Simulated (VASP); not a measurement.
These are revPBE GGA, VASP's PBE PAW potentials (set 64) (plane waves; VASP) values and carry that method's errors.

VASP input:

**INCAR**
```
! general
SYSTEM =TiO2
PREC   =Accurate
ENCUT  =520
LREAL  =.False.
LASPH  =.True.

! electronic loop
EDIFF  =1E-6
NELM   =100
ALGO   =Normal
LMAXMIX=4

! smearing
ISMEAR =0
SIGMA  =0.05

! functional
GGA    =RE

! ions
IBRION =2
NSW    =60
ISIF   =3
EDIFFG =-0.02

! output
LWAVE  =.False.
LCHARG =.False.
```

POSCAR:
```
TiO2
1
   -1.9169199262     1.9169199262     4.8524659263
    1.9169199262    -1.9169199262     4.8524659263
    1.9169199262     1.9169199262    -4.8524659263
Ti O
2 4
Direct
  0.7500000000   0.2500000000   0.5000000000
  0.0000000000   0.0000000000   1.0000000000
  0.5430599803   0.0430599803   0.5000000000
  0.7930599803   0.7930599803   0.0000000000
  0.2069400197   0.2069400197   0.0000000000
  0.9569400197   0.4569400197   0.5000000000
```

### KPOINTS
```
Automatic mesh
0
Gamma
7 7 7
0 0 0
```

POTCAR, in this order: Ti_sv O (PBE.64 set). Program: vasp_std.

The run wrote:

File OUTCAR:
```
 ion  position               nearest neighbor table
   1  0.750  0.250  0.500-   4 1.96   5 1.96   4 1.96   5 1.96   3 2.01   6 2.01
   2  0.000  0.000  0.000-   3 1.96   6 1.96   3 1.96   6 1.96   5 2.01   4 2.01
   3  0.543  0.043  0.500-   2 1.96   2 1.96   1 2.01
   4  0.793  0.793  0.000-   1 1.96   1 1.96   2 2.01
   5  0.207  0.207  0.000-   1 1.96   1 1.96   2 2.01
   6  0.957  0.457  0.500-   2 1.96   2 1.96   1 2.01
  LATTYP: Found a body centered tetragonal cell.
 ALAT       =     3.8338398524
 C/A-ratio  =     2.5313868670
 Subroutine PRICEL returns:
 Original cell was already a primitive cell.
 Subroutine GETGRP returns: Found 16 space group operations
The static configuration has the point symmetry D_2d.
 The point group associated with its full space group is D_4h.
The dynamic configuration has the point symmetry D_2d.
 Subroutine INISYM returns: Found 16 space group operations
 Subroutine IBZKPT returns following result:
 Found     40 irreducible k-points:

 Following reciprocal coordinates:
            Coordinates               Weight
  0.000000  0.000000  0.000000      1.000000
  0.142857  0.000000  0.000000      8.000000
  0.285714  0.000000 -0.000000      8.000000
  0.428571  0.000000 -0.000000      8.000000
  0.142857  0.142857  0.000000      8.000000
  0.285714  0.142857 -0.000000     16.000000
  0.428571  0.142857 -0.000000     16.000000
 -0.428571  0.142857  0.000000     16.000000
 -0.285714  0.142857  0.000000     16.000000
 -0.142857  0.142857  0.000000      4.000000
  0.285714  0.285714 -0.000000      8.000000
  0.428571  0.285714  0.000000     16.000000
 -0.428571  0.285714  0.000000     16.000000
 -0.285714  0.285714  0.000000      4.000000
  0.428571  0.428571 -0.000000      8.000000
 -0.428571  0.428571  0.000000      4.000000
  0.142857  0.142857  0.142857      8.000000
  0.285714  0.142857  0.142857     16.000000
 -0.142857  0.142857  0.142857      4.000000
  0.285714  0.285714  0.142857      8.000000
  0.428571  0.285714  0.142857      8.000000
 -0.285714  0.285714  0.142857      8.000000
 -0.142857  0.285714  0.142857      8.000000
 -0.428571  0.428571  0.142857      8.000000
 -0.285714  0.428571  0.142857     16.000000
 -0.142857  0.428571  0.142857      8.000000
 -0.428571 -0.428571  0.142857      8.000000
 -0.285714 -0.428571  0.142857     16.000000
 -0.142857 -0.428571  0.142857      8.000000
 -0.285714 -0.285714  0.142857      8.000000
 -0.142857 -0.285714  0.142857      8.000000
 -0.142857 -0.142857  0.142857      2.000000
 -0.285714  0.285714  0.285714      4.000000
 -0.428571  0.428571  0.285714      8.000000
 -0.285714  0.428571  0.285714      8.000000
 -0.428571 -0.428571  0.285714      8.000000
 -0.285714 -0.428571  0.285714      8.000000
 -0.285714 -0.285714  0.285714      2.000000
 -0.428571  0.428571  0.428571      4.000000
 -0.428571 -0.428571  0.428571      2.000000
   k-points           NKPTS =     40   k-points in BZ     NKDIM =     40   number of bands    NBANDS=     28
   number of dos      NEDOS =    301   number of ions     NIONS =      6
   total plane-waves  NPLWV =  74088
   dimension x,y,z NGX =    42 NGY =   42 NGZ =   42
   dimension x,y,z NGXF=    84 NGYF=   84 NGZF=   84
   ions per type =               2   4
   PREC   = accura    normal or accurate (medium, high low for compatibility)
   ISTART =      0    job   : 0-new  1-cont  2-samecut
   ICHARG =      2    charge: 1-file 2-atom 10-const
   ISPIN  =      1    spin polarized calculation?
   LNONCOLLINEAR =      F non collinear calculations
   LSORBIT =      F    spin-orbit coupling
   INIWAV =      1    electr: 0-lowe 1-rand  2-diag
...
```

File OSZICAR:
```
       N       E                     dE             d eps       ncg     rms          rms(c)
DAV:   1     0.683421738752E+03    0.68342E+03   -0.25117E+04  2240   0.197E+03
DAV:   2     0.527539170123E+02   -0.63067E+03   -0.61103E+03  2452   0.570E+02
DAV:   3    -0.636239955477E+02   -0.11638E+03   -0.11401E+03  3424   0.217E+02
DAV:   4    -0.691176998751E+02   -0.54937E+01   -0.54888E+01  3152   0.503E+01
DAV:   5    -0.693512850856E+02   -0.23359E+00   -0.23353E+00  3164   0.831E+00    0.314E+01
DAV:   6    -0.523899386801E+02    0.16961E+02   -0.12418E+02  2936   0.103E+02    0.123E+01
DAV:   7    -0.518846797200E+02    0.50526E+00   -0.19152E+01  2936   0.338E+01    0.759E+00
DAV:   8    -0.519506469081E+02   -0.65967E-01   -0.47377E+00  2856   0.198E+01    0.410E+00
DAV:   9    -0.517769834174E+02    0.17366E+00   -0.15522E+00  3020   0.105E+01    0.103E+00
DAV:  10    -0.517932553942E+02   -0.16272E-01   -0.10381E-01  2616   0.254E+00    0.319E-01
DAV:  11    -0.517916122914E+02    0.16431E-02   -0.11197E-02  2940   0.681E-01    0.814E-02
DAV:  12    -0.517919687890E+02   -0.35650E-03   -0.11921E-03  2700   0.288E-01    0.881E-02
DAV:  13    -0.517919116024E+02    0.57187E-04   -0.39536E-04  3160   0.165E-01    0.147E-02
DAV:  14    -0.517919240175E+02   -0.12415E-04   -0.58632E-05  3024   0.641E-02    0.179E-02
DAV:  15    -0.517919221998E+02    0.18177E-05   -0.20233E-05  3104   0.460E-02    0.243E-03
DAV:  16    -0.517919222089E+02   -0.90859E-08   -0.51603E-07  1564   0.677E-03
   1 F= -.51791922E+02 E0= -.51791922E+02  d E =-.517919E+02
       N       E                     dE             d eps       ncg     rms          rms(c)
DAV:   1    -0.517951611660E+02   -0.32390E-02   -0.18333E-01  2280   0.429E+00    0.362E-01
DAV:   2    -0.517936339634E+02    0.15272E-02   -0.90527E-03  2624   0.948E-01    0.211E-01
DAV:   3    -0.517926429582E+02    0.99101E-03   -0.26179E-03  2568   0.500E-01    0.378E-02
DAV:   4    -0.517926591770E+02   -0.16219E-04   -0.37856E-04  2908   0.160E-01    0.268E-02
DAV:   5    -0.517926586534E+02    0.52361E-06   -0.24824E-05  2864   0.530E-02    0.124E-02
DAV:   6    -0.517926601170E+02   -0.14636E-05   -0.61553E-06  2576   0.227E-02    0.580E-03
DAV:   7    -0.517926604678E+02   -0.35082E-06   -0.16155E-06  1492   0.164E-02
   2 F= -.51792660E+02 E0= -.51792660E+02  d E =-.738259E-03
       N       E                     dE             d eps       ncg     rms          rms(c)
DAV:   1    -0.517935754968E+02   -0.91538E-03   -0.60844E-02  2248   0.247E+00    0.209E-01
DAV:   2    -0.517930688140E+02    0.50668E-03   -0.30042E-03  2580   0.548E-01    0.121E-01
DAV:   3    -0.517927406522E+02    0.32816E-03   -0.87181E-04  2536   0.288E-01    0.218E-02
DAV:   4    -0.517927464763E+02   -0.58241E-05   -0.12604E-04  2916   0.920E-02    0.156E-02
DAV:   5    -0.517927465680E+02   -0.91721E-07   -0.81244E-06  2676   0.305E-02
   3 F= -.51792747E+02 E0= -.51792747E+02  d E =-.824359E-03
       N       E                     dE             d eps       ncg     rms          rms(c)
DAV:   1    -0.517938456310E+02   -0.10992E-02   -0.24745E-01  2240   0.425E+00    0.266E-01
DAV:   2    -0.517936848515E+02    0.16078E-03   -0.98576E-03  2700   0.792E-01    0.149E-01
DAV:   3    -0.517933203448E+02    0.36451E-03   -0.17293E-03  2860   0.338E-01    0.457E-02
DAV:   4    -0.517933116137E+02    0.87311E-05   -0.26855E-04  3224   0.104E-01    0.335E-02
DAV:   5    -0.517933099955E+02    0.16182E-05   -0.20173E-05  3064   0.449E-02    0.182E-02
DAV:   6    -0.517933105795E+02   -0.58405E-06   -0.99226E-06  3516   0.235E-02
   4 F= -.51793311E+02 E0= -.51793311E+02  d E =-.564012E-03
       N       E                     dE             d eps       ncg     rms          rms(c)
DAV:   1    -0.517963199568E+02   -0.30100E-02   -0.12219E+00  2240   0.945E+00    0.589E-01
DAV:   2    -0.517955602305E+02    0.75973E-03   -0.48496E-02  2716   0.176E+00    0.330E-01
DAV:   3    -0.517937994478E+02    0.17608E-02   -0.86742E-03  2824   0.742E-01    0.104E-01
DAV:   4    -0.517937424764E+02    0.56971E-04   -0.14112E-03  3320   0.243E-01    0.766E-02
DAV:   5    -0.517937384834E+02    0.39930E-05   -0.98619E-05  2932   0.100E-01    0.423E-02
DAV:   6    -0.517937473675E+02   -0.88842E-05   -0.50015E-05  3560   0.546E-02    0.126E-02
DAV:   7    -0.517937481981E+02   -0.83059E-06   -0.64958E-06  2580   0.210E-02
   5 F= -.51793748E+02 E0= -.51793748E+02  d E =-.100163E-02
       N       E                     dE             d eps       ncg     rms          rms(c)
DAV:   1    -0.517953678090E+02   -0.16204E-02   -0.31813E-01  2560   0.489E+00    0.445E-01
DAV:   2    -0.517938354721E+02    0.15323E-02   -0.12582E-02  2740   0.101E+00    0.193E-01
DAV:   3    -0.517934106314E+02    0.42484E-03   -0.34604E-03  2728   0.393E-01    0.458E-02
DAV:   4    -0.517934300948E+02   -0.19463E-04   -0.63472E-04  3380   0.130E-01    0.378E-02
DAV:   5    -0.517934492545E+02   -0.19160E-04   -0.29547E-05  2780   0.526E-02    0.222E-02
DAV:   6    -0.517934857815E+02   -0.36527E-04   -0.59366E-05  3504   0.349E-02    0.119E-02
DAV:   7    -0.517934899273E+02   -0.41458E-05   -0.53249E-06  2680   0.149E-02    0.519E-03
DAV:   8    -0.517934911818E+02   -0.12544E-05   -0.12793E-06  1456   0.943E-03    0.847E-04
DAV:   9    -0.517934913123E+02   -0.13053E-06   -0.27855E-07  1204   0.410E-03
   6 F= -.51793491E+02 E0= -.51793491E+02  d E =0.256886E-03
       N       E                     dE             d eps       ncg     rms          rms(c)
DAV:   1    -0.517946757484E+02   -0.11846E-02   -0.14332E-01  2560   0.328E+00    0.299E-01
DAV:   2    -0.517940038319E+02    0.67192E-03   -0.57199E-03  2720   0.680E-01    0.130E-01
DAV:   3    -0.517938118353E+02    0.19200E-03   -0.16114E-03  2740   0.263E-01    0.335E-02
DAV:   4    -0.517938121796E+02   -0.34438E-06   -0.29691E-04  3408   0.935E-02    0.255E-02
DAV:   5    -0.517938179336E+02   -0.57539E-05   -0.13996E-05  2764   0.360E-02    0.148E-02
DAV:   6    -0.517938279404E+02   -0.10007E-04   -0.29822E-05  3488   0.248E-02    0.766E-03
DAV:   7    -0.517938281045E+02   -0.16408E-06   -0.19836E-06  1724   0.950E-03
   7 F= -.51793828E+02 E0= -.51793828E+02  d E =-.799064E-04
```

File OUTCAR:
```
------------------------ aborting loop because EDIFF is reached ----------------------------------------
  FORCE on cell =-STRESS in cart. coord.  units (eV):
  Direction    XX          YY          ZZ          XY          YZ          ZX
  --------------------------------------------------------------------------------------
  Total        0.0028299      0.0028299     -0.0114092      0.0000000      0.0000000      0.0000000
  in kB        0.0634571      0.0634571     -0.2558383      0.0000000      0.0000000      0.0000000
  external PRESSURE =      -0.0429747 kB  Pullay stress =       0.0000000 kB
  volume of cell :       71.45
      direct lattice vectors                 reciprocal lattice vectors
    -1.909863553  1.909863553  4.897046765     0.000000000  0.261798807  0.102102354
     1.909863553 -1.909863553  4.897046765     0.261798807  0.000000000  0.102102354
     1.909863553  1.909863553 -4.897046765     0.261798807  0.261798807  0.000000000
 POSITION                                       TOTAL-FORCE (eV/Angst)
 -----------------------------------------------------------------------------------
     -0.00000      1.90986      2.44852         0.000000      0.000000      0.000000
      0.00000      0.00000      0.00000         0.000000      0.000000      0.000000
      0.00000      1.90986      0.43283         0.000000     -0.000000     -0.001598
      0.00000      0.00000      7.77840        -0.000000      0.000000     -0.001598
      0.00000      0.00000      2.01569        -0.000000      0.000000      0.001598
      0.00000      1.90986      4.46421         0.000000     -0.000000      0.001598
 -----------------------------------------------------------------------------------
    total drift:                                0.000000      0.000000     -0.000000
  FREE ENERGIE OF THE ION-ELECTRON SYSTEM (eV)
  ---------------------------------------------------
  free  energy   TOTEN  =       -51.7938281045 eV

  energy  without entropy=      -51.7938281045  energy(sigma->0) =      -51.79382810

 reached required accuracy - stopping structural energy minimisation
```
(Selected blocks of OUTCAR.)

CONTCAR:
```
TiO2
   1.00000000000000
    -1.9098635525009233    1.9098635525009233    4.8970467647745934
     1.9098635525009233   -1.9098635525009233    4.8970467647745934
     1.9098635525009233    1.9098635525009233   -4.8970467647745934
  Ti              O
     2     4
Direct
     0.7500000000000000    0.2500000000000000    0.5000000000000000
     0.0000000000000000    0.0000000000000000    0.0000000000000000
     0.5441932600525518    0.0441932600525517    0.5000000000000000
     0.7941932600525518    0.7941932600525518    0.0000000000000000
     0.2058067399474483    0.2058067399474483    0.0000000000000000
     0.9558067399474482    0.4558067399474483    0.5000000000000000
```

The compound is TiO2 in the anatase structure, one of several forms; rutile is the usual stable one. This run relaxes it. Symmetry was kept, so distortions that lower it aren't found. The start is the result of an earlier pass.
